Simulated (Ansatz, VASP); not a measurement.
# Cross-check of TiH between VASP and Ansatz

Aim: how closely do two programs agree when they are given the same cell, functional and k mesh? The cell is taken from a series of runs on this material, whose earlier steps may have relaxed, scaled, displaced or heated it; both programs get it as it stands.

Main program and level: Ansatz 0.2.0; plane waves, with VASP 6.6.1 beside it; zone-centre phonons at LDA.

## 1. Starting point

It takes space group Fm-3m (No. 225, cubic). The conventional cell has a = 4.144 Å, b = 4.144 Å, c = 4.144 Å, α = 90.00°, β = 90.00°, γ = 90.00°. Ti has 6 H at 2.07 Å nearest. Nearest to H lie 6 Ti at 2.07 Å. Farther neighbours are not listed.

Structure file:

```cif
data_structure
_symmetry_space_group_name_H-M 'Fm-3m'
_symmetry_Int_Tables_number 225
_cell_length_a 4.1438
_cell_length_b 4.1438
_cell_length_c 4.1438
_cell_angle_alpha 90.000
_cell_angle_beta 90.000
_cell_angle_gamma 90.000
_cell_volume 71.15
loop_
_atom_site_label
_atom_site_type_symbol
_atom_site_symmetry_multiplicity
_atom_site_Wyckoff_symbol
_atom_site_fract_x
_atom_site_fract_y
_atom_site_fract_z
_atom_site_occupancy
Ti1 Ti 4 a 0.00000 0.00000 0.00000 1
H1 H 4 b 0.50000 0.00000 0.00000 1
```

## 2. VASP: zone-centre phonons, LDA

Second derivatives magnify differences that forces hide, and they need a tight electronic threshold.

Lines of VASP's logs that name or quote its potential files are left out, and so is its time.

The input, INCAR:

```
SYSTEM = TiH
PREC = Accurate
ENCUT = 500
EDIFF = 1E-08
NELM = 120
ISMEAR = 1
SIGMA = 0.15
LREAL = .FALSE.
ALGO = Normal
GGA = CA
NBANDS = 12
LASPH = .TRUE.
LORBIT = 11
LWAVE = .FALSE.
LCHARG = .FALSE.
ISIF = 2
IBRION = 8
GGA_COMPAT = .FALSE.
```

The input, POSCAR:

```
TiH
1.0
    0.0000000000      2.0718803022      2.0718803022
    2.0718803022      0.0000000000      2.0718803022
    2.0718803022      2.0718803022      0.0000000000
Ti H
1 1
Direct
    0.0000000000      0.0000000000      0.0000000000
    0.5000000000      0.5000000000      0.5000000000
```

The input, KPOINTS:

```
Automatic mesh
0
Gamma
16 16 16
0 0 0
```

Potentials, in the order of the species: Ti_sv and H (LDA family, release 64).

Started as:

```console
$ export OMP_NUM_THREADS=3
$ mpirun -np 1 vasp_std
```

Numbers of over 12 decimals in the logs are rounded to 6 here.

Output:

```text
[banner, memory and clock lines left out]
running    1 mpi-ranks, on    1 nodes
 distrk:  each k-point on    1 cores,    1 groups
 distr:  one band on    1 cores,    1 groups
 Offloading initialized ...    1 GPUs detected
 POSCAR found type information on POSCAR TiH
 POSCAR found :  2 types and       2 ions
 LDA part: xc-table for (Slater(with rela. corr.)+CA(PZ))
 , standard interpolation
 POSCAR, INCAR and KPOINTS ok, starting setup
 FFT: planning ... GRIDC
 FFT: planning ... GRID_SOFT
 FFT: planning ... GRID
 WAVECAR not read
 entering main loop
       N       E                     dE             d eps       ncg     rms          rms(c)
DAV:   1     0.864790673535E+02    0.86479E+02   -0.65940E+03  3484   0.121E+03
DAV:   2    -0.100530042329E+02   -0.96532E+02   -0.93925E+02  3624   0.308E+02
DAV:   3    -0.143311214083E+02   -0.42781E+01   -0.42200E+01  4632   0.678E+01
DAV:   4    -0.144363833630E+02   -0.10526E+00   -0.10505E+00  3984   0.948E+00
DAV:   5    -0.144390509612E+02   -0.26676E-02   -0.26673E-02  4256   0.130E+00    0.109E+01
DAV:   6    -0.129285589334E+02    0.15105E+01   -0.25841E+00  3732   0.271E+01    0.248E+00
DAV:   7    -0.128887902895E+02    0.39769E-01   -0.12286E-01  4116   0.325E+00    0.130E+00
DAV:   8    -0.128866234519E+02    0.21668E-02   -0.35607E-02  4160   0.234E+00    0.355E-01
DAV:   9    -0.128876955411E+02   -0.10721E-02   -0.30088E-03  4076   0.522E-01    0.654E-02
DAV:  10    -0.128876216889E+02    0.73852E-04   -0.20321E-04  3900   0.153E-01    0.174E-02
DAV:  11    -0.128876142988E+02    0.73900E-05   -0.26794E-05  3676   0.776E-02    0.138E-02
DAV:  12    -0.128876140312E+02    0.26768E-06   -0.47408E-06  3696   0.263E-02    0.134E-03
DAV:  13    -0.128876140160E+02    0.15155E-07   -0.24866E-07  3780   0.532E-03    0.184E-03
DAV:  14    -0.128876140366E+02   -0.20627E-07   -0.52890E-08  3544   0.244E-03    0.149E-04
DAV:  15    -0.128876140373E+02   -0.62300E-09   -0.10997E-09  2176   0.384E-04
   1 F= -.12887614E+02 E0= -.12887910E+02  d E =0.888802E-03
 Linear response reoptimize wavefunctions to high precision
DAV:   1    -0.128876140373E+02   -0.87766E-10   -0.17949E-10  2392   0.203E-04
 Linear response DOF=            2
 Linear response progress:
  Degree of freedom:   1/  2
       N       E                     dE             d eps       ncg     rms          rms(c)
RMM:   1    -0.612062797085E+00   -0.61206E+00    0.17683E+01  8468   0.146E+02
RMM:   2    -0.593373805956E+00    0.18689E-01   -0.27125E-01 14243   0.519E+00    0.204E-01
RMM:   3    -0.591175764945E+00    0.21980E-02   -0.16119E-02 15884   0.129E+00    0.102E-01
RMM:   4    -0.590723626154E+00    0.45214E-03   -0.59401E-03 17229   0.533E-01    0.205E-02
RMM:   5    -0.591378933142E+00   -0.65531E-03   -0.12557E-03 18414   0.207E-01    0.109E-02
RMM:   6    -0.591665940161E+00   -0.28701E-03   -0.17774E-04 18213   0.780E-02    0.815E-03
RMM:   7    -0.592230583131E+00   -0.56464E-03   -0.35157E-05 16137   0.435E-02    0.691E-03
RMM:   8    -0.592075979008E+00    0.15460E-03   -0.11190E-05 17104   0.189E-02    0.199E-03
RMM:   9    -0.591993336134E+00    0.82643E-04   -0.53273E-06 17411   0.111E-02    0.775E-04
RMM:  10    -0.592024801292E+00   -0.31465E-04   -0.25776E-06 17700   0.504E-03    0.479E-05
RMM:  11    -0.592019838141E+00    0.49632E-05   -0.17664E-06 18763   0.285E-03    0.157E-04
RMM:  12    -0.592022917130E+00   -0.30790E-05   -0.16704E-06 18308   0.161E-03    0.936E-05
RMM:  13    -0.592024229113E+00   -0.13120E-05   -0.14603E-06 18788   0.994E-04    0.701E-05
RMM:  14    -0.592025531143E+00   -0.13020E-05   -0.10260E-06 17930   0.666E-04    0.406E-05
[...]
RMM:  18    -0.592027086661E+00    0.58616E-07   -0.56453E-07 18549   0.217E-04    0.646E-06
RMM:  19    -0.592027088171E+00   -0.15099E-08   -0.45726E-07 16357   0.176E-04    0.762E-06
RMM:  20    -0.592027098087E+00   -0.99155E-08   -0.35982E-07 13791   0.146E-04    0.838E-06
RMM:  21    -0.592027114802E+00   -0.16715E-07   -0.28837E-07 14281   0.123E-04    0.935E-06
RMM:  22    -0.592027045290E+00    0.69511E-07   -0.23759E-07 17054   0.106E-04    0.114E-05
RMM:  23    -0.592027066233E+00   -0.20943E-07   -0.19556E-07 15739   0.905E-05    0.125E-05
RMM:  24    -0.592027075164E+00   -0.89304E-08   -0.16177E-07 13242   0.775E-05    0.122E-05
RMM:  25    -0.592027077573E+00   -0.24090E-08   -0.13337E-07  8820   0.663E-05    0.125E-05
 first order change of Fermi-energy  -0.57014E-03
 force on displaced ion       1 direction 1 :  -3.032   0.000   0.000
 Linear response progress:
  Degree of freedom:   2/  2
       N       E                     dE             d eps       ncg     rms          rms(c)
RMM:   1    -0.146641900238E-01   -0.14664E-01    0.52300E-03 17624   0.801E-01
RMM:   2    -0.150152516016E-01   -0.35106E-03   -0.10419E-03 16798   0.188E-01    0.883E-02
RMM:   3    -0.153195365102E-01   -0.30428E-03   -0.32668E-04 17035   0.839E-02    0.498E-02
RMM:   4    -0.159244861339E-01   -0.60495E-03   -0.14028E-04 16066   0.654E-02    0.274E-03
RMM:   5    -0.159518263438E-01   -0.27340E-04   -0.18469E-05 17786   0.218E-02    0.797E-04
RMM:   6    -0.159495340636E-01    0.22923E-05   -0.36879E-06 18361   0.893E-03    0.416E-04
RMM:   7    -0.159475184981E-01    0.20156E-05   -0.74196E-07 17939   0.435E-03    0.122E-04
RMM:   8    -0.159488876258E-01   -0.13691E-05   -0.15290E-07 18627   0.212E-03    0.774E-05
RMM:   9    -0.159480555364E-01    0.83209E-06   -0.39792E-08 18608   0.110E-03    0.233E-05
RMM:  10    -0.159483471475E-01   -0.29161E-06   -0.15821E-08 18741   0.551E-04    0.214E-05
RMM:  11    -0.159483473734E-01   -0.22586E-09   -0.88208E-09 19270   0.270E-04    0.220E-05
 first order change of Fermi-energy  -0.95063E-04
 force on displaced ion       2 direction 1 :  -3.046   0.000   0.000
 Linear response finished
```

OUTCAR, selected parts (step 2):

```text
ion  position               nearest neighbor table
   1  0.000  0.000  0.000-
   2  0.500  0.500  0.500-

  LATTYP: Found a face centered cubic cell.
 ALAT       =     4.1437606044

 Subroutine GETGRP returns: Found 48 space group operations
 (whereof 48 operations were pure point group operations)

The static configuration has the point symmetry O_h .

 Found    145 irreducible k-points:

   k-points           NKPTS =    145   k-points in BZ     NKDIM =    145   number of bands    NBANDS=     12

   dimension x,y,z NGX =    24 NGY =   24 NGZ =   24
   dimension x,y,z NGXF=    48 NGYF=   48 NGZF=   48

   ENCUT  =  500.0 eV  36.75 Ry    6.06 a.u.   5.34  5.34  5.34*2*pi/ulx,y,z

   NELECT =      13.0000    total number of electrons

 k-points in reciprocal lattice and weights: Automatic mesh
   0.00000000  0.00000000  0.00000000       0.000
   0.06250000  0.00000000  0.00000000       0.002
   0.12500000  0.00000000  0.00000000       0.002
   0.18750000  0.00000000  0.00000000       0.002
   0.25000000  0.00000000  0.00000000       0.002
   0.31250000  0.00000000  0.00000000       0.002
   0.37500000  0.00000000  0.00000000       0.002
   0.43750000  0.00000000  0.00000000       0.002
   0.50000000  0.00000000  0.00000000       0.001
[...]
-0.31250000  0.50000000  0.18750000       0.003
  -0.25000000  0.50000000  0.25000000       0.001

 average (electrostatic) potential at core
       1 -71.6494       2 -28.3207

  Total       -0.4906079     -0.4906079     -0.4906079      0.0000000      0.0000000      0.0000000
  in kB      -44.1897095    -44.1897095    -44.1897095      0.0000000      0.0000000      0.0000000
  external PRESSURE =     -44.1897095 kB  Pullay stress =       0.0000000 kB

  energy-cutoff  :      500.00
  volume of cell :       17.79
      direct lattice vectors                 reciprocal lattice vectors
     0.000000000  2.071880302  2.071880302    -0.241326683  0.241326683  0.241326683
     2.071880302  0.000000000  2.071880302     0.241326683 -0.241326683  0.241326683
     2.071880302  2.071880302  0.000000000     0.241326683  0.241326683 -0.241326683

 POSITION                                       TOTAL-FORCE (eV/Angst)
 -----------------------------------------------------------------------------------
      0.00000      0.00000      0.00000         0.000000      0.000000      0.000000
      2.07188      2.07188      2.07188         0.000000     -0.000000     -0.000000
 -----------------------------------------------------------------------------------
    total drift:                                0.000000     -0.000000     -0.000000

 Eigenvectors and eigenvalues of the dynamical matrix
 ----------------------------------------------------

   1 f  =   27.564514 THz   173.192952 2PiTHz  919.453229 cm-1   113.997620 meV
             X         Y         Z           dx          dy          dz
      0.000000  0.000000  0.000000    -0.142732    0.000000   -0.000000
      2.071880  2.071880  2.071880     0.989761    0.000000   -0.000000

   2 f  =   27.564514 THz   173.192952 2PiTHz  919.453229 cm-1   113.997620 meV
             X         Y         Z           dx          dy          dz
      0.000000  0.000000  0.000000     0.000000   -0.142732   -0.000000
      2.071880  2.071880  2.071880    -0.000000    0.989761   -0.000000

   3 f  =   27.564514 THz   173.192952 2PiTHz  919.453229 cm-1   113.997620 meV
             X         Y         Z           dx          dy          dz
      0.000000  0.000000  0.000000     0.000000    0.000000   -0.142732
      2.071880  2.071880  2.071880     0.000000    0.000000    0.989761

   4 f/i=    0.008375 THz     0.052622 2PiTHz    0.279359 cm-1     0.034636 meV
             X         Y         Z           dx          dy          dz
      0.000000  0.000000  0.000000     0.989394    0.026960    0.000086
      2.071880  2.071880  2.071880     0.142679    0.003888    0.000012

   5 f/i=    0.008375 THz     0.052622 2PiTHz    0.279359 cm-1     0.034636 meV
             X         Y         Z           dx          dy          dz
      0.000000  0.000000  0.000000    -0.017709    0.652276   -0.744211
      2.071880  2.071880  2.071880    -0.002554    0.094064   -0.107321

   6 f/i=    0.008375 THz     0.052622 2PiTHz    0.279359 cm-1     0.034636 meV
             X         Y         Z           dx          dy          dz
      0.000000  0.000000  0.000000    -0.020328    0.743933    0.652516
      2.071880  2.071880  2.071880    -0.002931    0.107281    0.094098

 ELASTIC MODULI CONTR FROM IONIC RELAXATION (kBar)
 Direction    XX          YY          ZZ          XY          YZ          ZX
 --------------------------------------------------------------------------------
 XX           0.0000      0.0000      0.0000      0.0000      0.0000      0.0000
 YY           0.0000      0.0000      0.0000      0.0000      0.0000      0.0000
 ZZ           0.0000      0.0000      0.0000      0.0000      0.0000      0.0000
 XY           0.0000      0.0000      0.0000      0.0000      0.0000      0.0000
 YZ           0.0000      0.0000      0.0000      0.0000      0.0000      0.0000
 ZX           0.0000      0.0000      0.0000      0.0000      0.0000      0.0000
 --------------------------------------------------------------------------------
```

This run has no spin polarisation. Its electron count is odd, so without a moment it is a metal by construction. Energies printed during the response cycles are not total energies of the cell.

[end of part 1 of 2]

[Lines on the potential files, build, host, timing and source positions are cut from VASP's logs without a mark.]

[Logs are printed without paths, hosts, clocks, repeated set-up lines and the standing remarks that a program may print on its own settings, such as how far it seeks lower states.]

[Hosts, paths, dates, database ids (printed as entryN), source tags and the programs' standing remarks are cut or masked in the printed files.]
